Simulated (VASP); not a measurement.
Computed with PBE GGA, VASP's PBE PAW potentials (set 64) (plane waves; VASP).

VASP ran on this input.

### KPOINTS
```
kpoints
0
Gamma
8 8 8
```

**INCAR**
```
EDIFF=1E-6   # SCF stop (eV)
PREC=Accurate
LWAVE=.FALSE.
ALGO=Normal
LASPH=.TRUE.   # aspherical one-centre terms
LREAL=.FALSE.   # projection in real space or not
LCHARG=.FALSE.
ISIF=3   # ions, shape and volume
ISMEAR=0
GGA=PE   # PBE
SIGMA=0.05
ENCUT=530   # plane-wave cut-off (eV)
EDIFFG=-0.01
IBRION=2
NELM=100   # most electronic steps
SYSTEM=KF
NSW=60   # most ionic steps
```

File POSCAR:
```
KF
1
    0.0000000000     2.7103774595     2.7103774595
    2.7103774595     0.0000000000     2.7103774595
    2.7103774595     2.7103774595     0.0000000000
K F
1 1
Direct
  0.0000000000   0.0000000000   0.0000000000
  0.5000000000   0.5000000000   0.5000000000
```

POTCAR, in this order: K_sv F (PBE.64 set). Program: vasp_std.

What VASP printed:

### OSZICAR
```
       N       E                     dE             d eps       ncg     rms          rms(c)
DAV:   1     0.119070911556E+03    0.11907E+03   -0.86350E+03   696   0.131E+03
DAV:   2    -0.447968698376E+01   -0.12355E+03   -0.11200E+03   876   0.330E+02
DAV:   3    -0.943749580627E+01   -0.49578E+01   -0.49225E+01   860   0.651E+01
DAV:   4    -0.957528844820E+01   -0.13779E+00   -0.13769E+00  1088   0.920E+00
DAV:   5    -0.957640685581E+01   -0.11184E-02   -0.11184E-02   832   0.999E-01    0.627E+00
DAV:   6    -0.832844881772E+01    0.12480E+01   -0.44064E+00   780   0.180E+01    0.362E+00
DAV:   7    -0.830089535981E+01    0.27553E-01   -0.12386E-01   940   0.312E+00    0.218E+00
DAV:   8    -0.829686134714E+01    0.40340E-02   -0.57149E-02   756   0.280E+00    0.208E-01
DAV:   9    -0.829859817824E+01   -0.17368E-02   -0.64685E-03   960   0.663E-01    0.122E-01
DAV:  10    -0.829916242543E+01   -0.56425E-03   -0.91577E-04   780   0.300E-01    0.606E-02
DAV:  11    -0.829929644867E+01   -0.13402E-03   -0.36317E-04   740   0.154E-01    0.201E-02
DAV:  12    -0.829928805287E+01    0.83958E-05   -0.62433E-05   880   0.662E-02    0.708E-03
DAV:  13    -0.829928764697E+01    0.40589E-06   -0.50458E-06   764   0.224E-02
   1 F= -.82992876E+01 E0= -.82992876E+01  d E =-.829929E+01
```

OUTCAR:
```
------------------------ aborting loop because EDIFF is reached ----------------------------------------
  FORCE on cell =-STRESS in cart. coord.  units (eV):
  Direction    XX          YY          ZZ          XY          YZ          ZX
  --------------------------------------------------------------------------------------
  Total        0.0154184      0.0154184      0.0154184      0.0000000      0.0000000     -0.0000000
  in kB        0.6203392      0.6203392      0.6203392      0.0000000      0.0000000     -0.0000000
  external PRESSURE =       0.6203392 kB  Pullay stress =       0.0000000 kB
  volume of cell :       39.82
      direct lattice vectors                 reciprocal lattice vectors
     0.000000000  2.710377460  2.710377460    -0.184476150  0.184476150  0.184476150
     2.710377460  0.000000000  2.710377460     0.184476150 -0.184476150  0.184476150
     2.710377460  2.710377460  0.000000000     0.184476150  0.184476150 -0.184476150
  FREE ENERGIE OF THE ION-ELECTRON SYSTEM (eV)
  ---------------------------------------------------
  free  energy   TOTEN  =        -8.2992876470 eV

  energy  without entropy=       -8.2992876470  energy(sigma->0) =       -8.29928765

 reached required accuracy - stopping structural energy minimisation
```
(Selected blocks of OUTCAR.)

The compound is KF in the rock salt structure. It was relaxed first. The start is the result of an earlier pass.
